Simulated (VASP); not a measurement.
Method: PBE GGA, VASP's PBE PAW potentials (set 64) (plane waves; VASP 6.6.1).

The input files of a VASP run:

**KPOINTS**
```
Automatic mesh
0
Gamma
1 1 1
0 0 0
```

INCAR:
```
EDIFF = 1E-5   # SCF stop (eV)
ISIF = 2   # forces and stress, cell fixed
ALGO = Fast   # Davidson, then RMM-DIIS
ISMEAR = 0
LMAXMIX = 4   # l cut-off of mixed one-centre charges
LCHARG = .FALSE.
SIGMA = 0.05   # width (eV)
EDIFFG = -0.03
GGA = PE
LREAL = Auto   # projection in real space or not
ENCUT = 400   # plane-wave cut-off (eV)
NSW = 60   # most ionic steps
NELM = 100   # most electronic steps
NELMIN = 4
ISYM = 0
SYSTEM = Al26As28
LASPH = .TRUE.   # aspherical one-centre terms
IBRION = 2   # conjugate gradients
LWAVE = .FALSE.
PREC = Normal
```

POSCAR:
```
Al26As28
1.0
  0.0000000000   8.5986590583   8.5986590583
  8.5986590583   0.0000000000   8.5986590583
  8.5986590583   8.5986590583   0.0000000000
Al As
26 28
Cartesian
  0.0000000000   0.0000000000   0.0000000000
  2.8662168199   2.8662168199   0.0000000000
  5.7324422384   5.7324422384   0.0000000000
  2.8662168199   0.0000000000   2.8662168199
  5.7324336398   2.8662168199   2.8662168199
  8.5986590583   5.7324422384   2.8662168199
  5.7324422384   0.0000000000   5.7324422384
  8.5986590583   2.8662168199   5.7324422384
 11.4648844768  14.3311012967  14.3311012967
  0.0000000000   2.8662168199   2.8662168199
  2.8662168199   5.7324336398   2.8662168199
  5.7324422384   8.5986590583   2.8662168199
  2.8662168199   2.8662168199   5.7324336398
  5.7324336398   5.7324336398   5.7324336398
  5.7324422384   2.8662168199   8.5986590583
  8.5986590583   5.7324336398   8.5986590583
 11.4648844768   8.5986590583   8.5986590583
  0.0000000000   5.7324422384   5.7324422384
  2.8662168199   8.5986590583   5.7324422384
 14.3311012967  11.4648844768  14.3311012967
  2.8662168199   5.7324422384   8.5986590583
  5.7324336398   8.5986590583   8.5986590583
  8.5986590583  11.4648844768   8.5986590583
  5.7324422384   5.7324422384  11.4648844768
  8.5986590583   8.5986590583  11.4648844768
 11.4648844768  11.4648844768  11.4648844768
  4.2993295292   4.2993295292   4.2993295292
  7.1180387577   7.1545916574   4.2897076297
 10.0748252535  10.0141101219   4.2744020165
  7.1655463490   4.2993295292   7.1655463490
 10.0050213392   7.2015231385   7.1626056076
 12.8979885875  10.0317717676   7.1655463490
 10.0317717676   4.2993295292  10.0317717676
 12.8979885875   7.1655463490  10.0317717676
 15.7642140060  10.0317717676  10.0317717676
  4.2993295292   7.1655463490   7.1655463490
  7.1321405586   9.9822004981   7.1908006107
 10.0317717676  12.8979885875   7.1655463490
  7.1655463490   7.1655463490  10.0317631689
 10.0317631689  10.0317631689  10.0317631689
  8.5685379556   8.5611087142   5.7041268541
 12.8979885875  12.8979885875  10.0317631689
 10.0317717676   7.1655463490  12.8979885875
 12.8979885875  10.0317631689  12.8979885875
 15.7642140060  12.8979885875  12.8979885875
  4.2993295292  10.0317717676  10.0317717676
  7.1655463490  12.8979885875  10.0317717676
 10.0317717676  15.7642140060  10.0317717676
  7.1655463490  10.0317717676  12.8979885875
 10.0317631689  12.8979885875  12.8979885875
 12.8979885875  15.7642140060  12.8979885875
 10.0317717676  10.0317717676  15.7642140060
 12.8979885875  12.8979885875  15.7642140060
 15.7642140060  15.7642140060  15.7642140060
```

POTCAR, in this order: Al As (PBE.64 set). Program: vasp_gam.

The supercell is sampled at Γ alone, which is coarse: total energies, pressure and levels can be off, energies of defects by several tenths of an eV.

Problem. Estimate the energy per atom (σ→0).

Solution. 
```json
{
 "energy per atom (σ→0)": "-4.482 eV/atom"
}
```

**OSZICAR**
```
...
RMM:   4    -0.242025606606E+03   -0.95934E-06   -0.30069E-05   185   0.117E-02
   7 F= -.24202561E+03 E0= -.24202561E+03  d E =-.346481E-02
       N       E                     dE             d eps       ncg     rms          rms(c)
DAV:   1    -0.242026151071E+03   -0.54542E-03   -0.27406E-02   296   0.336E-01    0.484E-02
RMM:   2    -0.242026265352E+03   -0.11428E-03   -0.15248E-03   276   0.753E-02    0.178E-02
RMM:   3    -0.242026288957E+03   -0.23605E-04   -0.29465E-04   285   0.331E-02    0.132E-02
RMM:   4    -0.242026290075E+03   -0.11187E-05   -0.38287E-05   205   0.133E-02
   8 F= -.24202629E+03 E0= -.24202629E+03  d E =-.683469E-03
```

The cell is a supercell with a defect, built from a database entry that may be metastable or hypothetical: As_Al. The run is not spin-polarised, so no state with unpaired spins was tried.
